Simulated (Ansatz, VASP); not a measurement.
**Cross-check of ZnS (Wurtzite-2H) between VASP and Ansatz**

One calculation is typed for both programs; each brings its own data sets. How far apart do they land? The cell is taken from a series of runs on this material, whose earlier steps may have relaxed, scaled, displaced or heated it; both programs get it as it stands.

Calculated with Ansatz 0.2.0; plane waves, with VASP 6.6.1 beside it; zone-centre phonons at LDA.

## Step 1: Starting point

The structure is hexagonal, space group P6_3mc (No. 186). Conventional cell: a = 3.589 Å, b = 3.589 Å, c = 6.304 Å, α = 90.00°, β = 90.00°, γ = 120.00°. S has 4 Zn at 2.25 to 2.27 Å nearest. Nearest to Zn lie 4 S at 2.25 to 2.27 Å. Farther neighbours and most contacts between anions are not listed.

## Step 2: Ansatz: zone-centre phonons, LDA

Ansatz runs on its PAW soft_1 files.

Second derivatives magnify differences that forces hide, and they need a tight electronic threshold.

input.yaml reads:

```yaml
crystal:
  lattice:
    - [3.5886315929, 0.0, 0.0]
    - [-1.7943157965, 3.1078461242, 0.0]
    - [0.0, 0.0, 6.3035925268]
  atoms:
    - { symbol: S, position: [0.3333333333, 0.6666666667, 0.3726025232] }
    - { symbol: S, position: [0.6666666667, 0.3333333333, 0.8726025232] }
    - { symbol: Zn, position: [0.3333333333, 0.6666666667, 0.0123974768] }
    - { symbol: Zn, position: [0.6666666667, 0.3333333333, 0.5123974768] }
kpoints:
  mp_grid: { grid: [12, 12, 8] }
hamiltonian:
  xc: lda
  pseudopotentials: { kind: paw, azcp: { folder: soft_1 }, xc_functional: pbe }
scf:
  occupations: { method: fixed }
output:
  eigenvalues: true
phonons:
  method: dfpt
  dielectric: true
  rigid_motions: translations
```

On the command line:

```bash
> ansatz run input.yaml --threads 8 --pin off --max-ram 16384MiB --backend cpu --events-out ev --progress --plain --runs-dir out
```

Numbers of over 12 decimals in the logs are rounded to 6 here.

Output:

```text
Engine: ansatz 0.2.0, x86_64-unknown-linux-gnu
Pseudopotentials: kind: paw
Pseudopotential: S, paw, valence charge 6, recommended cutoff 420 eV (normal), soft_1/S.paw.azcp
Pseudopotential: Zn, paw, valence charge 12, recommended cutoff 420 eV (normal), soft_1/Zn.paw.azcp
Functional definition: SPW92
  exchange = slater_x
  correlation = pw_c
Crystal: 4 atoms, lattice volume = 70.303 Å³
Basis set: ecut = 420 eV, 1323 PW (Γ), exchange–correlation on 48×48×96 points (8 copies of the dense FFT grid, shifted against one another)
Bands: 22, of which v1, the nominal top of the filled ones, is band 18 counted from 1 (17 counted from 0)
Symmetry: 12 space group operations
k-points: 320 of 1152 (irreducible under 2 space group operations, time reversal used)
Non-local potential: S, projectors of the file, l = 0: 2, l = 1: 2, l = 2: 1
Non-local potential: Zn, projectors of the file, l = 0: 2, l = 1: 2, l = 2: 3, l = 3: 1
PAW form: soft (Blöchl's): semilocal exchange-correlation on the pseudo side does not see the compensation charge
PAW frozen core: S, regenerated for the run's functional, and the local potential with it (the file was generated under x = pbe(κ = 0.804, μ = 0.219515), c = pbe(β = 0.066725))
PAW frozen core: Zn, regenerated for the run's functional, and the local potential with it (the file was generated under x = pbe(κ = 0.804, μ = 0.219515), c = pbe(β = 0.066725))
PAW one-centre angular grid: S, 110 points (default); XC on 64 Gauss nodes
PAW one-centre angular grid: Zn, 590 points (default); XC on 64 Gauss nodes
Initial density: superposition of atomic densities (chi_scale 0.1, normalization cell, long waves kept (reshape's long-wave potential 0.00 eV rms))
Initial wavefunctions: pseudopotential atomic-orbital guess
Functional: x = slater, c = lda
SCF iter   1: F=—  HF=-8234.960458 eV  |F-HF|=—  |Δ(HF+E_count)|=         —  Δρ=3.86e-2  dr2=7.02e-1  ethr=3.10e-3  ⟨swp⟩=5.0  Hψ=34789  notcnv=0  defer=604
preconditioner: auto → Resta (q_TF=auto, 2.440 Å⁻¹)  ε∞=6.4  [insulator: Δε(μ)=2.371 eV  Ē_g=11.400 eV  n_scr=22 (ndim 8)  ℏωp=26.6 eV  f_vac=0.000  ε∞_Penn≈6.4]
SCF iter   2: F=—  HF=-8234.793161 eV  |F-HF|=—  |Δ(HF+E_count)|=   1.67e-1  Δρ=1.69e-2  dr2=1.68e-1  ethr=1.95e-3  ⟨swp⟩=3.0  Hψ=15260  notcnv=0  defer=629
SCF iter   3: F=—  HF=-8234.759124 eV  |F-HF|=—  |Δ(HF+E_count)|=   3.40e-2  Δρ=1.11e-2  dr2=5.60e-2  ethr=4.67e-4  ⟨swp⟩=2.0  Hψ=12824  notcnv=0  defer=631
SCF iter   4: F=—  HF=-8234.737933 eV  |F-HF|=—  |Δ(HF+E_count)|=   2.12e-2  Δρ=3.08e-3  dr2=4.30e-3  ethr=1.55e-4  ⟨swp⟩=2.0  Hψ=15366  notcnv=0  defer=634
SCF iter   5: F=—  HF=-8234.738032 eV  |F-HF|=—  |Δ(HF+E_count)|=   9.92e-5  Δρ=5.62e-4  dr2=2.05e-4  ethr=1.19e-5  ⟨swp⟩=2.0  Hψ=12458  notcnv=0  defer=637
SCF iter   6: F=—  HF=-8234.738093 eV  |F-HF|=—  |Δ(HF+E_count)|=   6.13e-5  Δρ=2.30e-4  dr2=2.89e-5  ethr=5.70e-7  ⟨swp⟩=3.0  Hψ=12315  notcnv=0  defer=627
SCF iter   7: F=—  HF=-8234.738100 eV  |F-HF|=—  |Δ(HF+E_count)|=   7.04e-6  Δρ=4.90e-5  dr2=9.03e-7  ethr=8.04e-8  ⟨swp⟩=2.8  Hψ=12917  notcnv=0  defer=6
SCF iter   8: F=—  HF=-8234.738101 eV  |F-HF|=—  |Δ(HF+E_count)|=   5.10e-7  Δρ=1.52e-5  dr2=9.27e-8  ethr=2.51e-9  ⟨swp⟩=2.8  Hψ=13717  notcnv=0
SCF iter   9: F=—  HF=-8234.738101 eV  |F-HF|=—  |Δ(HF+E_count)|=   2.98e-8  Δρ=1.54e-6  dr2=2.17e-9  ethr=2.58e-10  ⟨swp⟩=2.2  Hψ=12249  notcnv=0
SCF iter  10: F=-8234.738101 eV  HF=-8234.738101 eV  |F-HF|=5.46e-12  |Δ(HF+E_count)|=  6.04e-10  Δρ=2.82e-7  dr2=6.64e-11  ethr=1.00e-12  ⟨swp⟩=8.3  Hψ=59076  notcnv=0
SCF 1 converged in 10 iterations: F = -8234.738101 eV  dr2 = 6.64e-11
  greatest PAW one-centre occupation: 0.983 electrons in one spin orbital (limit 2), on the Zn atom at site 2 (counted from 0), in its partial waves of l = 2
DFPT response loops at Γ: preconditioner auto → Resta (q_TF=auto, 2.440 Å⁻¹)  ε∞=5.4 (no band partly filled); β = 1.00, the filter's whole step (`scf.mixing.beta` (0.50) is not read by the response loops at its default; to damp them type it under 1.00, their step now; it binds the ground state too); Broyden in place of MSR1
── the response to a field inside a basis, on 12×12×8 k-points: an SCF that follows is theirs, and a resumed run solves both again ──
Bands: 19, of which v1, the nominal top of the filled ones, is band 18 counted from 1 (17 counted from 0)
k-points: 168 of 1152 (irreducible under 4 space group operations, time reversal used)
Initial density: handed on by an earlier stage of this run
Initial wavefunctions: pseudopotential atomic-orbital guess (no wavefunctions were taken with the density)
Eigensolver: Dense (168 Hₖ)
SCF iter   1: F=—  HF=-8234.735072 eV  |F-HF|=—  |Δ(HF+E_count)|=         —  Δρ=1.62e-4  dr2=3.22e-6  ethr=1.00e-1
preconditioner: auto → Resta (q_TF=auto, 2.440 Å⁻¹)  ε∞=8.4  [insulator: Δε(μ)=2.310 eV  Ē_g=9.799 eV  n_scr=22 (ndim 8)  ℏωp=26.6 eV  f_vac=0.012  ε∞_Penn≈8.4]
SCF iter   2: F=—  HF=-8234.735073 eV  |F-HF|=—  |Δ(HF+E_count)|=   9.13e-7  Δρ=1.42e-4  dr2=5.45e-6  ethr=8.94e-9
SCF iter   3: F=—  HF=-8234.735072 eV  |F-HF|=—  |Δ(HF+E_count)|=   3.92e-8  Δρ=3.09e-5  dr2=1.16e-7  ethr=8.94e-9
SCF iter   4: F=-8234.735072 eV  HF=-8234.735072 eV  |F-HF|=2.80e-8  |Δ(HF+E_count)|=   3.88e-7  Δρ=7.52e-6  dr2=9.19e-9  ethr=3.21e-10
SCF 1 converged in 4 iterations: F = -8234.735072 eV  dr2 = 9.19e-9
DFPT response loops at Γ: preconditioner auto → Resta (q_TF=auto, 2.440 Å⁻¹)  ε∞=5.1 (no band partly filled); β = 1.00, the filter's whole step (`scf.mixing.beta` (0.50) is not read by the response loops at its default; to damp them type it under 1.00, their step now; it binds the ground state too); Broyden in place of MSR1
SCF converged after 10 iterations
Free energy (F): -8234.738101 eV
Harris-Foulkes:  -8234.738101 eV  (|F-HF|=5.46e-12)
Internal energy: -8234.738101 eV  (E = F + TS)
E sigma→0 (E₀):  -8234.738101 eV
Fermi energy:    7.263588 eV
--- Per-component energies (eV) ---
  E_band       = 37.572592
  E_kinetic    = 515.536416
  E_local      = -4393.172591  (includes V_loc(G=0)·N_el)
  E_nonlocal   = 1714.595114
  E_hartree    = 1669.327456
  E_xc         = -335.350276
  E_vxc        = -273.564907  (∫ρ·V_xc dr)
  E_paw        = -4803.737757  (= ΣΔE_a)
  E_vpaw       = -864.475947  (= ΣTr[D̂ρ^β])
  E_aug_tail   = -0.000561  (compensation charges beyond the density's cutoff)
  E_ewald      = -2605.356585
  E_core_change = 3.420682  (= ΣΔE_core)
  E_smearing   = -0.000000  (= −TS)
  E_closure    = 0.000000  (closes the sum)
  Σ components = -8234.738101   (vs F -8234.738101, Δ=0.00e0)
--- Band table (eV; the first three rows and the last of 320) ---
  k-point 0: bands = [... 14 lower, 6.3104, 6.6837, 7.2636, 7.2636, 9.3291, 10.8799, 12.9251, 13.5388]
  k-point 1: bands = [... 14 lower, 6.3431, 6.3431, 7.2229, 7.2229, 9.7170, 10.9069, 12.8748, 13.5665]
  k-point 2: bands = [... 14 lower, 6.4376, 6.4376, 7.1094, 7.1094, 10.4539, 10.9835, 12.8114, 13.6543]
  k-point 319: bands = [... 14 lower, 4.1678, 4.1678, 5.0471, 5.0471, 11.1468, 11.1468, 13.2745, 13.2745]
--- Phonons (Γ-DFPT): 4 representative perturbations + reference, on 320 of 1152 k-points (Σ response iterations 13) ---
  k mesh reduced under 2 symmetry operations, with k and −k counted as one. Each operation leaves every solved perturbation unchanged. A smaller set is not considered because the run solves the response to a homogeneous field
  ASR residual: 1.550e-4 → 0.000e0 eV/Å²; symmetrization residual: 1.105e-5 eV/Å²
  ASR residual per site (eV/Å²): 1.55e-4 1.55e-4 6.63e-5 6.63e-5
  Γ frequencies (cm⁻¹): 0.00 0.00 0.00 68.19 68.19 220.02 316.86 316.86 319.74 321.18 321.18 364.96
  ε∞ (high-frequency dielectric tensor):
        6.036577    -0.000000     0.000000
       -0.000000     6.036577    -0.000000
        0.000000    -0.000000     6.557463
  ε⁰ (static dielectric tensor: ions relaxed, cell fixed):
        7.949700    -0.000000     0.000000
       -0.000000     7.949700    -0.000000
        0.000000    -0.000000     8.977906
  ε⁰ − ε∞ (ionic part):
        1.913123    -0.000000     0.000000
       -0.000000     1.913123    -0.000000
        0.000000    -0.000000     2.420443
  softest optical mode at Γ: 68.19 cm⁻¹; the repairs (sum rule, projections) moved no ω² at Γ by more than (1.56 cm⁻¹)²
  Born effective charges Z* (e; rows j = field, columns β = displacement):
    site 0:
        -1.71804    0.00000   -0.00000
         0.00000   -1.71804    0.00000
         0.00000    0.00000   -1.95001
    site 1:
        -1.71804    0.00000    0.00000
         0.00000   -1.71804    0.00000
        -0.00000   -0.00000   -1.95001
    site 2:
         1.71804   -0.00000   -0.00000
        -0.00000    1.71804    0.00000
         0.00000   -0.00000    1.95001
    site 3:
         1.71804   -0.00000    0.00000
        -0.00000    1.71804   -0.00000
         0.00000    0.00000    1.95001
  Z* charge neutrality: 6.075e-4 e pre-enforcement
  solved inside a basis spanned on kpoints, on 12×12×8 k-points, its susceptibility summed on 16×16×8: ε∞ is read to err by 2.2e-2, Z* by 1.3e-2 e (field_mesh: kpoints solves on kpoints); Z* is corrected for what the basis lacks
  optical modes at Γ without the LO–TO term, one row a degenerate level:
      ω (cm⁻¹)  modes    IR ((D/Å)²/amu)
         68.19      2             0.0000
        220.02      1             0.0000
        316.86      2            12.6625
[...]
optical modes at Γ + LO–TO along q̂ = [1.0000, 0.0000, 0.0000]:
      ω (cm⁻¹)  modes    IR ((D/Å)²/amu)
[...]
optical modes at Γ + LO–TO along q̂ = [0.0000, 1.0000, 0.0000]:
      ω (cm⁻¹)  modes    IR ((D/Å)²/amu)
[...]
363.62      1             6.3312
        364.96      1             0.0000
  optical modes at Γ + LO–TO along q̂ = [0.0000, 0.0000, 1.0000]:
      ω (cm⁻¹)  modes    IR ((D/Å)²/amu)
         68.19      2             0.0000
        220.02      1             0.0000
        316.86      2            12.6625
        321.18      2             0.0000
        364.96      1             0.0000
        374.12      1             8.1563
```

(Part 1 of 3 ends here.)

[Lines on the potential files, build, host, timing and source positions are cut from VASP's logs without a mark.]

[Logs are printed without paths, hosts, clocks, repeated set-up lines and the standing remarks that a program may print on its own settings, such as how far it seeks lower states.]

[Hosts, paths, dates, database ids (printed as entryN), source tags and the programs' standing remarks are cut or masked in the printed files.]
